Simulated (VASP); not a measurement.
Consider the following.

```xyz
2
Lattice="-3.7813 3.7813 2.0631 3.7813 -3.7813 2.0631 3.7813 3.7813 -2.0631" Properties=species:S:1:pos:R:3 pbc="T T T"
Sr     0.0000     3.7813     1.0316
Sr     0.0000     0.0000     0.0000
```

Calculation: r2SCAN meta-GGA, VASP's PBE PAW potentials (set 64) (plane waves; VASP 6.6.1). Numerical set-up: 400 eV cut-off, 9×9×9 Γ-centred mesh, first-order Methfessel-Paxton smearing of 0.10 eV, potentials Sr_sv.

Energy and stress use the plane-wave basis of the starting cell.

Question: The ions, cell shape and volume are relaxed. What does this cell relax into?

Answer: 
```xyz
2
Lattice="-3.7052 3.7052 2.0171 3.7052 -3.7052 2.0171 3.7052 3.7052 -2.0171" Properties=species:S:1:pos:R:3 pbc="T T T"
Sr     0.0000     3.7052     1.0085
Sr     0.0000     0.0000     0.0000
```
Space group I4_1/amd (141), at a tolerance of 0.03 Å.

Question: How do energy and volume change from the first to the last step?

Answer: The energy (σ→0) changes by -5.2 meV/atom and the volume by -6.1 %, in 5 ionic steps.

```tsv
step	E(σ→0) (eV)	max force (eV/Å)	pressure (GPa)	volume (Å³)
1	-29.6894	0.000	-0.45	118.00
2	-29.6959	0.000	-0.28	115.17
3	-29.6997	0.000	-0.01	110.93
4	-29.6997	0.000	0.01	110.79
5	-29.6998	0.000	0.01	110.77
```

The structure was generated: Sr was put into the beta-Sn type (I4_1/amd), which need not be its known phase. This run relaxes it. Symmetry was kept, so distortions that lower it aren't found.
